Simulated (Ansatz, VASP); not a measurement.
# ZnS (Wurtzite-2H) in two plane-wave programs, part 3 of 3

One calculation is typed for both programs; each brings its own data sets. How far apart do they land? The cell is taken from a series of runs on this material, whose earlier steps may have relaxed, scaled, displaced or heated it; both programs get it as it stands.

VASP 6.6.1 and Ansatz 0.2.0.

So far: The structure; VASP: zone-centre phonons, LDA.

## (3) Ansatz: zone-centre phonons, LDA

Level of this step: Ansatz beside VASP: Kohn-Sham DFT, plane waves, LDA (Ansatz).

Ansatz runs on its PAW soft_1 files.

The same cell, functional (in two slightly different forms) and mesh now go to Ansatz, which takes its cutoff from its data sets.

input.yaml reads:

```yaml
crystal:
  lattice:
    - [3.6022437899, 0.0, 0.0]
    - [-1.801121895, 3.1196346327, 0.0]
    - [0.0, 0.0, 5.9536202952]
  atoms:
    - { symbol: S, position: [0.3333333333, 0.6666666667, 0.3784410344] }
    - { symbol: S, position: [0.6666666667, 0.3333333333, 0.8784410344] }
    - { symbol: Zn, position: [0.3333333333, 0.6666666667, 0.0065589656] }
    - { symbol: Zn, position: [0.6666666667, 0.3333333333, 0.5065589656] }
kpoints:
  mp_grid: { grid: [12, 12, 8] }
hamiltonian:
  xc: lda
  pseudopotentials: { kind: paw, azcp: { folder: soft_1 }, xc_functional: pbe }
scf:
  occupations: { method: fixed }
output:
  eigenvalues: true
phonons:
  method: dfpt
  dielectric: true
  rigid_motions: translations
```

Launch:

```sh
$ ansatz run input.yaml --threads 8 --pin off --max-ram 16384MiB --backend cpu --events-out ev --progress --plain --runs-dir out
```

Numbers of over 12 decimals in the logs are rounded to 6 here.

Output:

```text
Engine: ansatz 0.2.0, aarch64-unknown-linux-gnu
Pseudopotentials: kind: paw
Pseudopotential: S, paw, valence charge 6, recommended cutoff 420 eV (normal), soft_1/S.paw.azcp
Pseudopotential: Zn, paw, valence charge 12, recommended cutoff 420 eV (normal), soft_1/Zn.paw.azcp
Functional definition: SPW92
  exchange = slater_x
  correlation = pw_c
Crystal: 4 atoms, lattice volume = 66.905 Å³
Basis set: ecut = 420 eV, 1291 PW (Γ), exchange–correlation on 50×50×80 points (8 copies of the dense FFT grid, shifted against one another)
Bands: 22, of which v1, the nominal top of the filled ones, is band 18 counted from 1 (17 counted from 0)
Symmetry: 12 space group operations
k-points: 320 of 1152 (irreducible under 2 space group operations, time reversal used)
Non-local potential: S, projectors of the file, l = 0: 2, l = 1: 2, l = 2: 1
Non-local potential: Zn, projectors of the file, l = 0: 2, l = 1: 2, l = 2: 3, l = 3: 1
PAW form: soft (Blöchl's): semilocal exchange-correlation on the pseudo side does not see the compensation charge
PAW frozen core: S, regenerated for the run's functional, and the local potential with it (the file was generated under x = pbe(κ = 0.804, μ = 0.219515), c = pbe(β = 0.066725))
PAW frozen core: Zn, regenerated for the run's functional, and the local potential with it (the file was generated under x = pbe(κ = 0.804, μ = 0.219515), c = pbe(β = 0.066725))
PAW one-centre angular grid: S, 110 points (default); XC on 64 Gauss nodes
PAW one-centre angular grid: Zn, 590 points (default); XC on 64 Gauss nodes
Initial density: superposition of atomic densities (chi_scale 0.1, normalization cell, long waves kept (reshape's long-wave potential 0.00 eV rms))
Initial wavefunctions: pseudopotential atomic-orbital guess
Functional: x = slater, c = lda
SCF iter   1: F=—  HF=-8234.859775 eV  |F-HF|=—  |Δ(HF+E_count)|=         —  Δρ=3.88e-2  dr2=7.09e-1  ethr=3.10e-3  ⟨swp⟩=5.0  Hψ=34663  notcnv=0  defer=573
preconditioner: auto → Resta (q_TF=auto, 2.461 Å⁻¹)  ε∞=6.4  [insulator: Δε(μ)=2.948 eV  Ē_g=11.669 eV  n_scr=22 (ndim 8)  ℏωp=27.2 eV  f_vac=0.000  ε∞_Penn≈6.4]
SCF iter   2: F=—  HF=-8234.690186 eV  |F-HF|=—  |Δ(HF+E_count)|=   1.70e-1  Δρ=1.81e-2  dr2=1.82e-1  ethr=1.97e-3  ⟨swp⟩=3.0  Hψ=15214  notcnv=0  defer=637
SCF iter   3: F=—  HF=-8234.657446 eV  |F-HF|=—  |Δ(HF+E_count)|=   3.27e-2  Δρ=1.20e-2  dr2=6.02e-2  ethr=5.07e-4  ⟨swp⟩=2.1  Hψ=12848  notcnv=0  defer=637
SCF iter   4: F=—  HF=-8234.631479 eV  |F-HF|=—  |Δ(HF+E_count)|=   2.60e-2  Δρ=3.07e-3  dr2=4.23e-3  ethr=1.67e-4  ⟨swp⟩=2.0  Hψ=15363  notcnv=0  defer=637
SCF iter   5: F=—  HF=-8234.631553 eV  |F-HF|=—  |Δ(HF+E_count)|=   7.40e-5  Δρ=6.84e-4  dr2=2.48e-4  ethr=1.18e-5  ⟨swp⟩=2.0  Hψ=12623  notcnv=0  defer=637
SCF iter   6: F=—  HF=-8234.631626 eV  |F-HF|=—  |Δ(HF+E_count)|=   7.28e-5  Δρ=2.30e-4  dr2=2.40e-5  ethr=6.89e-7  ⟨swp⟩=2.0  Hψ=10745  notcnv=0  defer=637
SCF iter   7: F=—  HF=-8234.631629 eV  |F-HF|=—  |Δ(HF+E_count)|=   3.02e-6  Δρ=5.88e-5  dr2=1.06e-6  ethr=6.66e-8  ⟨swp⟩=2.5  Hψ=13088  notcnv=0  defer=9
SCF iter   8: F=—  HF=-8234.631629 eV  |F-HF|=—  |Δ(HF+E_count)|=   3.73e-7  Δρ=1.67e-5  dr2=1.03e-7  ethr=2.94e-9  ⟨swp⟩=2.2  Hψ=12398  notcnv=0  defer=2
SCF iter   9: F=—  HF=-8234.631629 eV  |F-HF|=—  |Δ(HF+E_count)|=   1.76e-8  Δρ=2.22e-6  dr2=2.93e-9  ethr=2.87e-10  ⟨swp⟩=2.3  Hψ=12108  notcnv=0  defer=2
SCF iter  10: F=-8234.631629 eV  HF=-8234.631629 eV  |F-HF|=3.46e-11  |Δ(HF+E_count)|=  2.40e-10  Δρ=4.14e-7  dr2=8.00e-11  ethr=1.00e-12  ⟨swp⟩=9.3  Hψ=62647  notcnv=0
SCF 1 converged in 10 iterations: F = -8234.631629 eV  dr2 = 8.00e-11
  greatest PAW one-centre occupation: 0.982 electrons in one spin orbital (limit 2), on the Zn atom at site 3 (counted from 0), in its partial waves of l = 2
DFPT response loops at Γ: preconditioner auto → Resta (q_TF=auto, 2.461 Å⁻¹)  ε∞=4.7 (no band partly filled); β = 1.00, the filter's whole step (`scf.mixing.beta` (0.50) is not read by the response loops at its default; to damp them type it under 1.00, their step now; it binds the ground state too); Broyden in place of MSR1
── the response to a field inside a basis, on 12×12×8 k-points: an SCF that follows is theirs, and a resumed run solves both again ──
Bands: 19, of which v1, the nominal top of the filled ones, is band 18 counted from 1 (17 counted from 0)
k-points: 168 of 1152 (irreducible under 4 space group operations, time reversal used)
Initial density: handed on by an earlier stage of this run
Initial wavefunctions: pseudopotential atomic-orbital guess (no wavefunctions were taken with the density)
Eigensolver: Dense (168 Hₖ)
SCF iter   1: F=—  HF=-8234.628535 eV  |F-HF|=—  |Δ(HF+E_count)|=         —  Δρ=1.69e-4  dr2=2.84e-6  ethr=1.00e-1
preconditioner: auto → Resta (q_TF=auto, 2.461 Å⁻¹)  ε∞=8.1  [insulator: Δε(μ)=2.902 eV  Ē_g=10.212 eV  n_scr=22 (ndim 8)  ℏωp=27.2 eV  f_vac=0.015  ε∞_Penn≈8.1]
SCF iter   2: F=—  HF=-8234.628536 eV  |F-HF|=—  |Δ(HF+E_count)|=   1.18e-6  Δρ=1.28e-4  dr2=3.63e-6  ethr=7.88e-9
SCF iter   3: F=—  HF=-8234.628537 eV  |F-HF|=—  |Δ(HF+E_count)|=   2.09e-7  Δρ=3.25e-5  dr2=1.06e-7  ethr=7.88e-9
SCF iter   4: F=-8234.628536 eV  HF=-8234.628536 eV  |F-HF|=1.70e-8  |Δ(HF+E_count)|=   2.11e-7  Δρ=6.06e-6  dr2=5.55e-9  ethr=2.94e-10
SCF 1 converged in 4 iterations: F = -8234.628536 eV  dr2 = 5.55e-9
DFPT response loops at Γ: preconditioner auto → Resta (q_TF=auto, 2.461 Å⁻¹)  ε∞=4.5 (no band partly filled); β = 1.00, the filter's whole step (`scf.mixing.beta` (0.50) is not read by the response loops at its default; to damp them type it under 1.00, their step now; it binds the ground state too); Broyden in place of MSR1
SCF converged after 10 iterations
Free energy (F): -8234.631629 eV
Harris-Foulkes:  -8234.631629 eV  (|F-HF|=3.46e-11)
Internal energy: -8234.631629 eV  (E = F + TS)
E sigma→0 (E₀):  -8234.631629 eV
Fermi energy:    7.879651 eV
--- Per-component energies (eV) ---
  E_band       = 56.096396
  E_kinetic    = 519.866378
  E_local      = -4333.434506  (includes V_loc(G=0)·N_el)
  E_nonlocal   = 1714.256202
  E_hartree    = 1647.805954
  E_xc         = -337.203834
  E_vxc        = -275.915318  (∫ρ·V_xc dr)
  E_paw        = -4803.628216  (= ΣΔE_a)
  E_vpaw       = -864.287268  (= ΣTr[D̂ρ^β])
  E_aug_tail   = -0.000579  (compensation charges beyond the density's cutoff)
  E_ewald      = -2645.713711
  E_core_change = 3.420682  (= ΣΔE_core)
  E_smearing   = -0.000000  (= −TS)
  E_closure    = 0.000000  (closes the sum)
  Σ components = -8234.631629   (vs F -8234.631629, Δ=0.00e0)
--- Band table (eV; the first three rows and the last of 320) ---
  k-point 0: bands = [... 14 lower, 6.7177, 7.7167, 7.8797, 7.8797, 10.5399, 11.0901, 13.8637, 13.8637]
  k-point 1: bands = [... 14 lower, 6.7574, 7.3200, 7.8298, 7.8298, 10.8767, 11.1303, 13.8869, 13.8869]
  k-point 2: bands = [... 14 lower, 6.8719, 6.8719, 7.6907, 7.6907, 11.2491, 11.4724, 13.8151, 13.9680]
  k-point 319: bands = [... 14 lower, 4.5766, 4.5766, 5.9138, 5.9138, 12.2233, 12.2233, 14.1488, 14.1488]
--- Phonons (Γ-DFPT): 4 representative perturbations + reference, on 320 of 1152 k-points (Σ response iterations 12) ---
  k mesh reduced under 2 symmetry operations, with k and −k counted as one. Each operation leaves every solved perturbation unchanged. A smaller set is not considered because the run solves the response to a homogeneous field
  ASR residual: 2.847e-4 → 0.000e0 eV/Å²; symmetrization residual: 1.263e-5 eV/Å²
  ASR residual per site (eV/Å²): 1.62e-4 1.62e-4 2.85e-4 2.85e-4
  Γ frequencies (cm⁻¹): 0.00 0.00 0.00 53.91 53.91 220.56 347.24 347.24 349.68 357.53 357.53 406.60
  ε∞ (high-frequency dielectric tensor):
        6.103784     0.000000     0.000000
        0.000000     6.103784    -0.000000
        0.000000     0.000000     6.277112
  ε⁰ (static dielectric tensor: ions relaxed, cell fixed):
        7.688914     0.000000     0.000000
        0.000000     7.688914     0.000000
        0.000000     0.000000     8.049705
  ε⁰ − ε∞ (ionic part):
        1.585129     0.000000     0.000000
        0.000000     1.585129     0.000000
        0.000000     0.000000     1.772594
  softest optical mode at Γ: 53.91 cm⁻¹; the repairs (sum rule, projections) moved no ω² at Γ by more than (1.63 cm⁻¹)²
  Born effective charges Z* (e; rows j = field, columns β = displacement):
    site 0:
        -1.67185   -0.00000   -0.00000
        -0.00000   -1.67185   -0.00000
        -0.00000    0.00000   -1.78037
    site 1:
        -1.67185   -0.00000   -0.00000
        -0.00000   -1.67185    0.00000
         0.00000   -0.00000   -1.78037
    site 2:
         1.67185    0.00000    0.00000
         0.00000    1.67185    0.00000
         0.00000   -0.00000    1.78037
    site 3:
         1.67185    0.00000   -0.00000
         0.00000    1.67185   -0.00000
        -0.00000   -0.00000    1.78037
  Z* charge neutrality: 9.071e-4 e pre-enforcement
  solved inside a basis spanned on kpoints, on 12×12×8 k-points, its susceptibility summed on 16×16×8: ε∞ is read to err by 1.8e-2, Z* by 1.3e-2 e (field_mesh: kpoints solves on kpoints); Z* is corrected for what the basis lacks
  optical modes at Γ without the LO–TO term, one row a degenerate level:
      ω (cm⁻¹)  modes    IR ((D/Å)²/amu)
         53.91      2             0.0000
        220.56      1             0.0000
        347.24      2            11.9907
[...]
optical modes at Γ + LO–TO along q̂ = [1.0000, 0.0000, 0.0000]:
      ω (cm⁻¹)  modes    IR ((D/Å)²/amu)
[...]
optical modes at Γ + LO–TO along q̂ = [0.0000, 1.0000, 0.0000]:
      ω (cm⁻¹)  modes    IR ((D/Å)²/amu)
[...]
389.72      1             5.9953
        406.60      1             0.0000
  optical modes at Γ + LO–TO along q̂ = [0.0000, 0.0000, 1.0000]:
      ω (cm⁻¹)  modes    IR ((D/Å)²/amu)
         53.91      2             0.0000
        220.56      1             0.0000
        347.24      2            11.9907
        357.53      2             0.0000
        395.98      1             6.7990
        406.60      1             0.0000
```

## (4) Comparison

Known differences besides the potentials themselves: fixed occupations in Ansatz, narrow Gaussian smearing in VASP; VASP's response is taken on the typed mesh, Ansatz refines its own for the field response alone; the cutoff is 420 eV in Ansatz and 500 eV in VASP; VASP's log shows a relativistic correction to its local exchange, Ansatz's none. Total energies have different zeros and are not compared.

Compared:

| quantity | Ansatz | VASP | difference |
| --- | --- | --- | --- |
| ε∞ xx | 6.10 | 6.05 | +0.90 % |
| ε∞ yy | 6.10 | 6.05 | +0.90 % |
| ε∞ zz | 6.28 | 6.22 | +0.99 % |
| Born charge of S1 (mean of the diagonal) (e) | -1.71 | -1.73 | +0.02 |
| Born charge of Zn3 (mean of the diagonal) (e) | 1.71 | 1.73 | -0.02 |
| optical mode 1 to 2 (cm⁻¹) | 53.9 | 51.6 | +4.42 % |
| optical mode 3 (cm⁻¹) | 220.6 | 220.1 | +0.23 % |
| optical mode 4 to 5 (cm⁻¹) | 347.2 | 348.6 | -0.39 % |
| optical mode 6 (cm⁻¹) | 349.7 | 351.1 | -0.39 % |
| optical mode 7 to 8 (cm⁻¹) | 357.5 | 358.9 | -0.39 % |
| optical mode 9 (cm⁻¹) | 406.6 | 407.9 | -0.32 % |

Modes are paired by rising frequency, not by their patterns, so a pair may set unlike modes beside each other; they are those without the splitting of longitudinal modes.

## (5) Results

```json
{"r.m.s. difference of the optical zone-centre modes, each program's sorted by frequency (zone-centre phonons, LDA)": "1.6 cm⁻¹", "difference in optical mode 1 to 2 (zone-centre phonons, LDA)": "+4.4 %"}
```

The r.m.s. difference of the optical zone-centre modes, each program's sorted by frequency is 1.6 cm⁻¹ (zone-centre phonons, LDA). Among the rows given in per cent, the largest difference of the zone-centre phonons, LDA pair is in optical mode 1 to 2, +4.4 %. Such differences can come from data sets, numerical settings and the points named under the comparisons, not from the functional's error against experiment.

[Lines on the potential files, build, host, timing and source positions are cut from VASP's logs without a mark.]

[Logs are printed without paths, hosts, clocks, repeated set-up lines and the standing remarks that a program may print on its own settings, such as how far it seeks lower states.]

[Hosts, paths, dates, database ids (printed as entryN), source tags and the programs' standing remarks are cut or masked in the printed files.]
